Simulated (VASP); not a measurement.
Data:

```xyz
3
Lattice="0.0000 2.6885 2.6885 2.6885 0.0000 2.6885 2.6885 2.6885 0.0000" Properties=species:S:1:pos:R:3 pbc="T T T"
Si     1.3442     1.3442     1.3442
Si     4.0328     4.0328     4.0328
Ni     0.0000     0.0000     0.0000
```

Calculation: PBE GGA, VASP's PBE PAW potentials (set 64) (plane waves; VASP 6.6.1). Run with 300 eV cut-off, 9×9×9 Γ-centred mesh, first-order Methfessel-Paxton smearing of 0.10 eV, potentials Si Ni.

At this cut-off the stress carries a Pulay error, which pulls relaxed volumes low.

What does the run give for the energy per atom (σ→0), pressure, band gap (on the k-mesh) with the smallest direct gap where there is one?

- band gap (on the k-mesh) = none (metal, semimetal or under 0.01 eV)
- energy per atom (σ→0) = -5.779 eV/atom
- pressure = 6.11 GPa

The absolute energy has meaning only against runs of the same code, potentials and settings.

The structure is a typed NiSi2 crystal. The cell was not relaxed at this level. The run is not spin-polarised, so no magnetic state was tried.
